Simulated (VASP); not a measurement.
Consider the following.

```xyz
2
Lattice="0.0000 2.5704 2.5704 2.5704 0.0000 2.5704 2.5704 2.5704 0.0000" Properties=species:S:1:pos:R:3 pbc="T T T"
W      0.0000     0.0000     0.0000
C      2.5704     2.5704     2.5704
```

Level of theory: r2SCAN meta-GGA, VASP's PBE PAW potentials (set 64) (plane waves; VASP). Numerical set-up: 520 eV cut-off, 11×11×11 Γ-centred mesh, first-order Methfessel-Paxton smearing of 0.10 eV, potentials W_sv C.

Energy and stress use the plane-wave basis of the starting cell.

Q: The ions, cell shape and volume are relaxed. What does this cell relax into?

A: 
```xyz
2
Lattice="0.0000 2.1854 2.1854 2.1854 0.0000 2.1854 2.1854 2.1854 0.0000" Properties=species:S:1:pos:R:3 pbc="T T T"
W      0.0000     0.0000     0.0000
C      2.1854     2.1854     2.1854
```
Space group Fm-3m (225), at a tolerance of 0.03 Å.

Q: How do energy and volume change from the first to the last step?

A: The energy (σ→0) changes by -2011.3 meV/atom and the volume by -38.5 %, in 10 ionic steps.

The structure was generated: WC was put into the rock salt type (Fm-3m), which need not be its known phase. This run relaxes it. Symmetry was kept, so distortions that lower it aren't found. VASP warned that the highest band is occupied, so more bands are needed.
